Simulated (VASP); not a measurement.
Here is the system:

```
CoSi2
1.0
    0.00000     2.65256     2.65256
    2.65256     0.00000     2.65256
    2.65256     2.65256     0.00000
Co Si
1 2
Direct
  0.00000   0.00000   0.00000
  0.25000   0.25000   0.25000
  0.75000   0.75000   0.75000
```

All values below come from PBE GGA, VASP's PBE PAW potentials (set 64) (plane waves; VASP). Numerical set-up: 520 eV cut-off, 10×10×10 Γ-centred mesh, first-order Methfessel-Paxton smearing of 0.10 eV, potentials Co Si.

Give the stress tensor in GPa (positive for a compressed cell).

```
5.72  0.00  0.00
0.00  5.72  0.00
0.00  0.00  5.72
```
The pressure is its mean diagonal, 5.72 GPa.

The compound is CoSi2 in the fluorite structure. This cell is one point of a volume scan, at 0.97 of the reference volume. The run is not spin-polarised, so no magnetic state was tried. The electron count is odd and the run is not spin-polarised, which forces a metal.
